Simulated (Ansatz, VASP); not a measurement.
**CoGe3 in VASP and in Ansatz**

File INCAR:

```
SYSTEM = CoGe3
PREC = Accurate ; ENCUT = 520
EDIFF = 1E-6 ; ISMEAR = 0
SIGMA = 0.1 ; LREAL = .False.
LASPH = .True. ; NELM = 100
ALGO = Normal ; ISIF = 2
LWAVE = .False. ; LCHARG = .False.
GGA = PS ; NBANDS = 34
```

Contents of KPOINTS:

```
Automatic mesh
0
Gamma
  12 12 12
  0 0 0
```

Contents of POSCAR:

```
CoGe3
1.0
    0.0000000000      3.1125985900      3.1125985900
    3.1125985900      0.0000000000      3.1125985900
    3.1125985900      3.1125985900      0.0000000000
Ge Co
3 1
Direct
    0.2500000000      0.2500000000      0.2500000000
    0.7500000000      0.7500000000      0.7500000000
    0.5000000000      0.5000000000      0.5000000000
    0.0000000000      0.0000000000      0.0000000000
```

Input for Ansatz:

```yaml
crystal:
  lattice:
    - [0.0, 3.1125985721, 3.1125985721]
    - [3.1125985721, 0.0, 3.1125985721]
    - [3.1125985721, 3.1125985721, 0.0]
  atoms:
    - { symbol: Ge, position: [0.25, 0.25, 0.25] }
    - { symbol: Ge, position: [0.75, 0.75, 0.75] }
    - { symbol: Ge, position: [0.5, 0.5, 0.5] }
    - { symbol: Co, position: [0.0, 0.0, 0.0] }
basis:
  ecutwfc: 420
kpoints:
  mp_grid: { grid: [12, 12, 12] }
hamiltonian:
  xc: pbesol
scf:
  occupations: { method: gaussian, width: 0.1 }
  lower_state_search: "off"
output:
  forces: true
  stress: true
  eigenvalues: true
  write_density: true
  write_potential: true
  elf: true
  volumetric_format: npy
```

Alike in both runs: task single point; functional PBEsol; k mesh 12 × 12 × 12; occupations gaussian, width 0.1 eV; no spin polarisation.

```csv
,VASP,Ansatz
version,VASP 6.6.1,Ansatz 0.2.0
potentials or method,"VASP PAW PBE potentials, release 64 (Ge_d, Co)","scalar-relativistic, plane waves, PAW"
plane-wave cutoff (eV),520,420
valence electrons in the cell,51,59
```

```tsv
	VASP	Ansatz	Ansatz less VASP
gap on the k mesh at the Fermi level (eV)	none	none	-
pressure (GPa)	0.2	0.0	-0.19
```

A gap of «none» marks a metal or a gap that the smearing closes. The two sets of potentials don't hold the same shells in valence.

Caveats: the PAW data sets were made with another functional, which shifts forces and pressure a little (VASP). Spin polarisation is off, so any magnetic state and its effect on volume and gap are missing.
